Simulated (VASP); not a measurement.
Given:

```xyz
2
Lattice="0.0000 3.3125 3.3125 3.3125 0.0000 3.3125 3.3125 3.3125 0.0000" Properties=species:S:1:pos:R:3 pbc="T T T"
Cd     0.0000     0.0000     0.0000
Te     4.9687     4.9687     4.9687
```

These are PBE GGA, VASP's PBE PAW potentials (set 64) (plane waves; VASP) values and carry that method's errors. Settings: PREC = Normal, EDIFF = 1E-5, 400 eV cut-off, 8×8×8 Γ-centred mesh, Gaussian smearing of 0.050 eV, potentials Cd Te.

Unless said otherwise, spin-orbit coupling is left out, though it shifts the bands of the heavy elements here.

**Question.** Estimate the energy per atom (σ→0), band gap (on the k-mesh) with the smallest direct gap where there is one.

**Answer.** 
```yaml
band gap (on the k-mesh): 0.57 eV
smallest direct gap (on the k-mesh): 0.57 eV
energy per atom (σ→0): -2.405 eV/atom
```

Only differences to runs with the same potentials and settings are physical.

The compound is CdTe in the zinc blende structure. It was relaxed first, which changed the volume by +7 %.
